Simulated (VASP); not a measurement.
Calculation: PBEsol GGA, VASP's PBE PAW potentials (set 64) (plane waves; VASP 6.6.1).

The input files of a VASP run:

**KPOINTS**
```
Automatic mesh
0
Gamma
5 7 4
0 0 0
```

### INCAR
```
! general
SYSTEM  = GeRh2
PREC    = Accurate
ENCUT   = 400   ! plane-wave cut-off (eV)
LREAL   = .FALSE.   ! projection in real space or not
LASPH   = .TRUE.   ! aspherical one-centre terms

! electronic loop
EDIFF   = 1E-6   ! SCF stop (eV)
NELM    = 100
ALGO    = Normal   ! blocked Davidson
LMAXMIX = 4   ! l cut-off of mixed one-centre charges

! smearing
ISMEAR  = 1   ! Methfessel-Paxton
SIGMA   = 0.1   ! width (eV)

! functional
GGA     = PS

! ions
IBRION  = 2
NSW     = 60   ! most ionic steps
ISIF    = 3   ! ions, shape and volume
EDIFFG  = -0.02   ! ionic stop

! output
LWAVE   = .FALSE.
LCHARG  = .FALSE.
```

### POSCAR
```
GeRh2
1
    5.3906974982     0.0000000000     0.0000000000
    0.0000000000     4.0027175261     0.0000000000
    0.0000000000     0.0000000000     7.5840294448
Rh Ge
8 4
Direct
  0.5297329078   0.2500000000   0.7929422933
  0.0297329078   0.2500000000   0.7070577067
  0.4702670922   0.7500000000   0.2070577067
  0.9702670922   0.7500000000   0.2929422933
  0.1642504678   0.2500000000   0.0689741167
  0.6642504678   0.2500000000   0.4310258833
  0.8357495322   0.7500000000   0.9310258833
  0.3357495322   0.7500000000   0.5689741167
  0.7094530285   0.2500000000   0.1042778697
  0.2094530285   0.2500000000   0.3957221303
  0.2905469715   0.7500000000   0.8957221303
  0.7905469715   0.7500000000   0.6042778697
```

POTCAR, in this order: Rh_pv Ge_d (PBE.64 set). Program: vasp_std.

Output of the run:

File OSZICAR:
```
       N       E                     dE             d eps       ncg     rms          rms(c)
DAV:   1     0.272429494198E+04    0.27243E+04   -0.72724E+04 10804   0.347E+03
DAV:   2     0.346472674130E+03   -0.23778E+04   -0.22918E+04  7560   0.104E+03
DAV:   3    -0.625015801495E+02   -0.40897E+03   -0.38286E+03  7823   0.263E+02
DAV:   4    -0.937382309062E+02   -0.31237E+02   -0.29865E+02  8597   0.789E+01
DAV:   5    -0.947392141405E+02   -0.10010E+01   -0.99706E+00  8151   0.153E+01    0.318E+01
DAV:   6    -0.912279284864E+02    0.35113E+01   -0.18457E+01  8383   0.189E+01    0.103E+01
DAV:   7    -0.911780117658E+02    0.49917E-01   -0.28920E+00  8954   0.136E+01    0.866E+00
DAV:   8    -0.908972328075E+02    0.28078E+00   -0.16369E+00  8073   0.929E+00    0.540E+00
DAV:   9    -0.907011024743E+02    0.19613E+00   -0.35960E-01  8216   0.431E+00    0.505E-01
DAV:  10    -0.907022085865E+02   -0.11061E-02   -0.45327E-02  9880   0.136E+00    0.285E-01
DAV:  11    -0.907020628704E+02    0.14572E-03   -0.66090E-03  7980   0.591E-01    0.140E-01
DAV:  12    -0.907018444158E+02    0.21845E-03   -0.10445E-03  8038   0.280E-01    0.368E-02
DAV:  13    -0.907018430522E+02    0.13637E-05   -0.56405E-05  8452   0.558E-02    0.857E-03
DAV:  14    -0.907018427006E+02    0.35161E-06   -0.80127E-06  9111   0.161E-02
   1 F= -.90701843E+02 E0= -.90701038E+02  d E =-.907018E+02
       N       E                     dE             d eps       ncg     rms          rms(c)
DAV:   1    -0.907047443081E+02   -0.29013E-02   -0.52563E-01  8070   0.484E+00    0.508E-01
DAV:   2    -0.907048229401E+02   -0.78632E-04   -0.55023E-02  9067   0.149E+00    0.275E-01
DAV:   3    -0.907037328887E+02    0.10901E-02   -0.39892E-03  8820   0.626E-01    0.232E-01
DAV:   4    -0.907029738459E+02    0.75904E-03   -0.24826E-03  8325   0.496E-01    0.828E-02
DAV:   5    -0.907028988005E+02    0.75045E-04   -0.39940E-04  8219   0.157E-01    0.257E-02
DAV:   6    -0.907028975942E+02    0.12063E-05   -0.66894E-05  9555   0.429E-02    0.112E-02
DAV:   7    -0.907028970722E+02    0.52203E-06   -0.27046E-06  5596   0.111E-02
   2 F= -.90702897E+02 E0= -.90702142E+02  d E =-.105437E-02
       N       E                     dE             d eps       ncg     rms          rms(c)
DAV:   1    -0.907031544149E+02   -0.25682E-03   -0.64937E-02  7971   0.170E+00    0.178E-01
DAV:   2    -0.907031715667E+02   -0.17152E-04   -0.68246E-03  8913   0.523E-01    0.962E-02
DAV:   3    -0.907030345797E+02    0.13699E-03   -0.47998E-04  8869   0.210E-01    0.800E-02
DAV:   4    -0.907029446949E+02    0.89885E-04   -0.29840E-04  8459   0.173E-01    0.296E-02
DAV:   5    -0.907029345841E+02    0.10111E-04   -0.48353E-05  8080   0.552E-02    0.908E-03
DAV:   6    -0.907029340735E+02    0.51060E-06   -0.81322E-06  8594   0.151E-02
   3 F= -.90702934E+02 E0= -.90702196E+02  d E =-.109137E-02
       N       E                     dE             d eps       ncg     rms          rms(c)
DAV:   1    -0.907029560284E+02   -0.21444E-04   -0.44000E-03  7946   0.443E-01    0.463E-02
DAV:   2    -0.907029569202E+02   -0.89177E-06   -0.46313E-04  8811   0.136E-01    0.250E-02
DAV:   3    -0.907029480192E+02    0.89009E-05   -0.32114E-05  8140   0.541E-02    0.210E-02
DAV:   4    -0.907029419049E+02    0.61143E-05   -0.20362E-05  7868   0.453E-02    0.753E-03
DAV:   5    -0.907029413646E+02    0.54030E-06   -0.30503E-06  5627   0.141E-02
   4 F= -.90702941E+02 E0= -.90702199E+02  d E =-.109866E-02
       N       E                     dE             d eps       ncg     rms          rms(c)
DAV:   1    -0.907042772267E+02   -0.13353E-02   -0.15823E-01  9507   0.283E+00    0.376E-01
DAV:   2    -0.907033534422E+02    0.92378E-03   -0.19716E-02  8375   0.728E-01    0.992E-02
DAV:   3    -0.907032026777E+02    0.15076E-03   -0.68443E-04  9384   0.217E-01    0.707E-02
DAV:   4    -0.907031643984E+02    0.38279E-04   -0.26911E-04  8029   0.165E-01    0.545E-02
DAV:   5    -0.907031182167E+02    0.46182E-04   -0.10850E-04  9378   0.937E-02    0.136E-02
DAV:   6    -0.907031192024E+02   -0.98574E-06   -0.15722E-05  9344   0.285E-02    0.894E-03
DAV:   7    -0.907031209067E+02   -0.17043E-05   -0.29152E-06  5673   0.968E-03    0.275E-03
DAV:   8    -0.907031210250E+02   -0.11830E-06   -0.38751E-07  3938   0.406E-03
   5 F= -.90703121E+02 E0= -.90702399E+02  d E =-.179660E-03
```

**OUTCAR**
```
------------------------ aborting loop because EDIFF is reached ----------------------------------------
  FORCE on cell =-STRESS in cart. coord.  units (eV):
  Direction    XX          YY          ZZ          XY          YZ          ZX
  --------------------------------------------------------------------------------------
  Total        0.0611854      0.1255201      0.1237407      0.0000000      0.0000000      0.0000000
  in kB        0.5993033      1.2294545      1.2120250      0.0000000      0.0000000      0.0000000
  external PRESSURE =       1.0135943 kB  Pullay stress =       0.0000000 kB
  volume of cell :      163.57
      direct lattice vectors                 reciprocal lattice vectors
     5.399772470 -0.000000000  0.000000000     0.185192988  0.000000000  0.000000000
    -0.000000000  4.000183827  0.000000000     0.000000000  0.249988511  0.000000000
     0.000000000  0.000000000  7.572792530     0.000000000  0.000000000  0.132051683
 POSITION                                       TOTAL-FORCE (eV/Angst)
 -----------------------------------------------------------------------------------
      2.86361      1.00005      6.00289         0.002658     -0.000000     -0.008245
      0.16372      1.00005      5.35630         0.002658     -0.000000      0.008245
      2.53616      3.00014      1.56990        -0.002658      0.000000      0.008245
      5.23605      3.00014      2.21649        -0.002658      0.000000     -0.008245
      0.89059      1.00005      0.52215         0.000524     -0.000000      0.005792
      3.59048      1.00005      3.26424         0.000524     -0.000000     -0.005792
      4.50918      3.00014      7.05064        -0.000524      0.000000     -0.005792
      1.80930      3.00014      4.30855        -0.000524      0.000000      0.005792
      3.83181      1.00005      0.78683         0.007623     -0.000000      0.001014
      1.13193      1.00005      2.99957         0.007623     -0.000000     -0.001014
      1.56796      3.00014      6.78596        -0.007623      0.000000     -0.001014
      4.26784      3.00014      4.57322        -0.007623      0.000000      0.001014
 -----------------------------------------------------------------------------------
    total drift:                               -0.000000      0.000000     -0.000000
  FREE ENERGIE OF THE ION-ELECTRON SYSTEM (eV)
  ---------------------------------------------------
  free  energy   TOTEN  =       -90.7031210250 eV

  energy  without entropy=      -90.7009543423  energy(sigma->0) =      -90.70239880

 reached required accuracy - stopping structural energy minimisation
```
(Selected blocks of OUTCAR.)

File CONTCAR:
```
GeRh2
   1.00000000000000
     5.3997724702737244   -0.0000000000000000    0.0000000000000000
    -0.0000000000000000    4.0001838269498373    0.0000000000000000
     0.0000000000000000    0.0000000000000000    7.5727925304117720
  Rh              Ge
     8     4
Direct
     0.5303200628923462    0.2500000000000000    0.7926915434987176
     0.0303200628923462    0.2500000000000000    0.7073084565012824
     0.4696799371076538    0.7500000000000000    0.2073084565012823
     0.9696799371076538    0.7500000000000000    0.2926915434987177
     0.1649308884693635    0.2500000000000000    0.0689512257166149
     0.6649308884693635    0.2500000000000000    0.4310487742833852
     0.8350691115306365    0.7500000000000000    0.9310487742833852
     0.3350691115306365    0.7500000000000000    0.5689512257166148
     0.7096250494473355    0.2500000000000000    0.1039019629542859
     0.2096250494473355    0.2500000000000000    0.3960980370457140
     0.2903749505526645    0.7500000000000000    0.8960980370457141
     0.7903749505526645    0.7500000000000000    0.6039019629542859
```

The structure was generated: GeRh2 was put into the Co2Si type (Pnma), which need not be its known phase. This run relaxes it. Symmetry was kept, so distortions that lower it aren't found. The start is the result of an earlier pass.
